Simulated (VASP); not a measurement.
Output of a VASP run:

**OSZICAR**
```
       N       E                     dE             d eps       ncg     rms          rms(c)
DAV:   1     0.895995543839E+02    0.89600E+02   -0.83111E+03   762   0.120E+03
DAV:   2    -0.158502855656E+02   -0.10545E+03   -0.98632E+02   874   0.247E+02
DAV:   3    -0.202820597705E+02   -0.44318E+01   -0.44120E+01   874   0.575E+01
DAV:   4    -0.203103696047E+02   -0.28310E-01   -0.28306E-01   829   0.510E+00
DAV:   5    -0.203106883349E+02   -0.31873E-03   -0.31873E-03   864   0.544E-01    0.961E+00
DAV:   6    -0.643769900032E+01    0.13873E+02   -0.23129E+01   754   0.594E+01    0.816E+00
DAV:   7    -0.772315893567E+01   -0.12855E+01   -0.72078E-01   769   0.109E+01    0.545E+00
DAV:   8    -0.751003570669E+01    0.21312E+00   -0.51374E-01   774   0.106E+01    0.187E+00
DAV:   9    -0.770733220700E+01   -0.19730E+00   -0.16542E-01   754   0.493E+00    0.725E-01
DAV:  10    -0.750179369413E+01    0.20554E+00   -0.24805E-01   754   0.649E+00    0.466E-01
DAV:  11    -0.763643861504E+01   -0.13464E+00   -0.87932E-02   754   0.392E+00    0.364E-01
DAV:  12    -0.763786764371E+01   -0.14290E-02   -0.26703E-03   754   0.789E-01    0.156E-01
DAV:  13    -0.763665429632E+01    0.12133E-02   -0.18124E-03   754   0.470E-01    0.903E-02
DAV:  14    -0.763775845113E+01   -0.11042E-02   -0.61294E-04   754   0.297E-01    0.384E-02
DAV:  15    -0.763805044541E+01   -0.29199E-03   -0.89538E-05   789   0.137E-01    0.409E-02
DAV:  16    -0.763802733090E+01    0.23115E-04   -0.50823E-05   764   0.111E-01    0.128E-02
DAV:  17    -0.763807987021E+01   -0.52539E-04   -0.20447E-05   754   0.558E-02    0.960E-03
DAV:  18    -0.763807928178E+01    0.58843E-06   -0.15923E-07   407   0.467E-03
   1 F= -.76380793E+01 E0= -.76380793E+01  d E =-.763808E+01
       N       E                     dE             d eps       ncg     rms          rms(c)
DAV:   1    -0.764838683137E+01   -0.10307E-01   -0.22353E-01   754   0.530E+00    0.739E-01
DAV:   2    -0.763921617030E+01    0.91707E-02   -0.27538E-02   754   0.211E+00    0.227E-01
DAV:   3    -0.763878250512E+01    0.43367E-03   -0.33903E-03   769   0.589E-01    0.189E-01
DAV:   4    -0.763817069404E+01    0.61181E-03   -0.14591E-03   754   0.501E-01    0.638E-02
DAV:   5    -0.763870701866E+01   -0.53632E-03   -0.40437E-04   754   0.283E-01    0.374E-02
DAV:   6    -0.763870887909E+01   -0.18604E-05   -0.16840E-04   754   0.162E-01    0.254E-02
DAV:   7    -0.763871015105E+01   -0.12720E-05   -0.19882E-05   769   0.652E-02    0.103E-02
DAV:   8    -0.763871922234E+01   -0.90713E-05   -0.89940E-06   754   0.364E-02    0.365E-03
DAV:   9    -0.763871380896E+01    0.54134E-05   -0.23029E-06   522   0.179E-02    0.284E-03
DAV:  10    -0.763871672532E+01   -0.29164E-05   -0.22949E-07   377   0.595E-03    0.163E-03
DAV:  11    -0.763871626940E+01    0.45591E-06   -0.24461E-08   377   0.164E-03
   2 F= -.76387163E+01 E0= -.76387163E+01  d E =-.636988E-03
```

### OUTCAR
```
------------------------ aborting loop because EDIFF is reached ----------------------------------------
  FORCE on cell =-STRESS in cart. coord.  units (eV):
  Direction    XX          YY          ZZ          XY          YZ          ZX
  --------------------------------------------------------------------------------------
  Total       -0.0162030     -0.0162030     -0.0162030     -0.0000000      0.0000000     -0.0000000
  in kB       -0.6124620     -0.6124620     -0.6124620     -0.0000000      0.0000000     -0.0000000
  external PRESSURE =      -0.6124620 kB  Pullay stress =       0.0000000 kB
  volume of cell :       42.39
      direct lattice vectors                 reciprocal lattice vectors
    -0.000000000  2.767359030  2.767359030    -0.180677677  0.180677677  0.180677677
     2.767359030  0.000000000  2.767359030     0.180677677 -0.180677677  0.180677677
     2.767359030  2.767359030  0.000000000     0.180677677  0.180677677 -0.180677677
  FREE ENERGIE OF THE ION-ELECTRON SYSTEM (eV)
  ---------------------------------------------------
  free  energy   TOTEN  =        -7.6387162694 eV

  energy  without entropy=       -7.6387162694  energy(sigma->0) =       -7.63871627

 reached required accuracy - stopping structural energy minimisation
```
(Selected blocks of OUTCAR.)

### POSCAR
```
AgCl
1
    0.0000000000     2.7750000000     2.7750000000
    2.7750000000     0.0000000000     2.7750000000
    2.7750000000     2.7750000000     0.0000000000
Ag Cl
1 1
Direct
  0.0000000000   0.0000000000   0.0000000000
  0.5000000000   0.5000000000   0.5000000000
```

**Question.** Write an INCAR and KPOINTS that could have produced this output.

**Answer.** One answer among several that fit: the input of the run itself, MS2 meta-GGA, plane waves, VASP's PBE PAW potentials (set 64).

KPOINTS:
```
Automatic
0
G
8 8 8
0 0 0
```

**INCAR**
```
ALGO = Normal
EDIFF = 1E-6
EDIFFG = -0.01
ENCUT = 520
IBRION = 2
ISIF = 3
ISMEAR = 0
LASPH = .TRUE.
LCHARG = .FALSE.
LMAXMIX = 4
LMIXTAU = .TRUE.
LREAL = .FALSE.
LWAVE = .FALSE.
METAGGA = MS2
NELM = 100
NSW = 60
PREC = Accurate
SIGMA = 0.05
SYSTEM = AgCl
```

POTCAR, in this order: Ag Cl (PBE.64 set). Program: vasp_std.

The compound is AgCl in the rock salt structure. This run relaxes it. Symmetry was kept, so distortions that lower it aren't found.
